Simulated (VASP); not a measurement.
These are vdW-DF-cx, VASP's PBE PAW potentials (set 64) (plane waves; VASP 6.6.1) values and carry that method's errors.

Input for VASP

KPOINTS:
```
kpoints
0
G
17 17 17
0 0 0
```

### INCAR
```
ALGO = Normal
GGA = CX
AGGAC = 0.0
LREAL = .FALSE.
PREC = Accurate
LMAXMIX = 6
NEDOS = 601   ! DOS grid
EDIFF = 1E-7   ! SCF stop (eV)
LORBIT = 11   ! lm-projected
NELM = 100
LWAVE = .FALSE.
LASPH = .TRUE.   ! aspherical one-centre terms
LUSE_VDW = .TRUE.
ENCUT = 520   ! plane-wave cut-off (eV)
LCHARG = .TRUE.
ISIF = 2
SYSTEM = Ta
ISMEAR = -5   ! tetrahedra, Bloechl
```

### POSCAR
```
Ta
2.848550
 -0.5773502595   0.5773502595   0.5773502595
  0.5773502595  -0.5773502595   0.5773502595
  0.5773502595   0.5773502595  -0.5773502595
Ta
1
Cartesian
  0.0000000000   0.0000000000   0.0000000000
```

POTCAR, in this order: Ta_pv (PBE.64 set). Program: vasp_std.

Unless said otherwise, spin-orbit coupling is left out, though it shifts the bands of the heavy elements here.

**Question.** What does the run give for the energy per atom (σ→0), band gap (on the k-mesh)?

**Answer.** 
energy per atom (σ→0): -925.4 kJ/mol of atoms
band gap (on the k-mesh): none (metal, semimetal or under 0.01 eV)

File OSZICAR:
```
...
DAV:   6    -0.969970900597E+01    0.35373E+00   -0.39071E-01  3093   0.759E+00    0.677E+00
DAV:   7    -0.959296641481E+01    0.10674E+00   -0.31681E-01  3111   0.649E+00    0.374E-01
DAV:   8    -0.959157155243E+01    0.13949E-02   -0.38197E-03  3189   0.831E-01    0.876E-02
DAV:   9    -0.959156609781E+01    0.54546E-05   -0.99724E-05  3132   0.124E-01    0.308E-02
DAV:  10    -0.959156382752E+01    0.22703E-05   -0.69936E-06  3335   0.372E-02    0.410E-03
DAV:  11    -0.959156321518E+01    0.61234E-06   -0.22381E-07  3168   0.661E-03    0.572E-04
DAV:  12    -0.959156315533E+01    0.59853E-07   -0.34074E-09  1550   0.736E-04
   1 F= -.95915632E+01 E0= -.95915632E+01  d E =0.000000E+00
```

The compound is Ta in the bcc structure. It was relaxed first.
